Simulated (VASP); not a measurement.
Crystal: Cu.

```xyz
1
Lattice="0.0000 1.7910 1.7910 1.7910 0.0000 1.7910 1.7910 1.7910 0.0000" Properties=species:S:1:pos:R:3 pbc="T T T"
Cu    0.0000    0.0000    0.0000
```

```yaml
Program: VASP 6.6.1
Task: relaxation of cell and atoms
Functional: PBE
Potentials_or_basis: VASP PAW PBE potentials, release 64 (Cu)
Cutoff: 520 eV
k_mesh: 12 × 12 × 12
Occupations: gaussian, width 0.1 eV
Spin: no spin polarisation
```

At the start: pressure 6.6 GPa; volume 11.49 Å³/atom.

**Question.** How do energy, volume and symmetry change on relaxing?

**Answer.** Over 3 steps the energy falls by 9.8 meV/atom and the volume is 11.98 Å³/atom (+4.3 %); space group Fm-3m (No. 225, to 0.05 Å).

Step by step:
```
step  energy change (eV)  largest force (eV/Å)  pressure (GPa)  volume (Å³)
   1              0.0000                0.0000            6.62        11.49
   2             -0.0064                0.0000           -3.43        12.30
   3             -0.0098                0.0000           -0.01        11.98
```

Final structure:
```
Cu
1.0
     0.00000    1.81632    1.81632
     1.81632    0.00000    1.81632
     1.81632    1.81632    0.00000
Cu
1
Direct
  0.00000 0.00000 0.00000
```
